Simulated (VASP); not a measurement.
Consider the following.

```
CELL_PARAMETERS angstrom
      4.90638     0.00000     0.00000
     -2.45319     4.24905     0.00000
      0.00000     0.00000     3.52224
ATOMIC_POSITIONS crystal
  Ca 0.00000 0.00000 0.00000
  Hg 0.33333 0.66667 0.50000
  Hg 0.66667 0.33333 0.50000
```

Computed with PBEsol GGA, VASP's PBE PAW potentials (set 64) (plane waves; VASP 6.6.1). Run with 400 eV cut-off, 8×8×10 Γ-centred mesh, tetrahedra with Blöchl corrections, potentials Ca_sv Hg.

The cores are frozen, which limits the accuracy of field gradients.

Q: Give the principal components of the electric field gradient (V/Å²) and the asymmetry η at each nucleus.

A: 
| atom | Vxx | Vyy | Vzz | η |
|---|---|---|---|---|
| Ca1 | -1.0 | -1.0 | 2.0 | 0.00 |
| Hg2 | -184.3 | -184.3 | 368.6 | 0.00 |
| Hg3 | -184.3 | -184.3 | 368.6 | 0.00 |

The structure comes from a computed database's CaHg2 entry (P6/mmm); how it stands against other phases isn't given here. It was relaxed first.
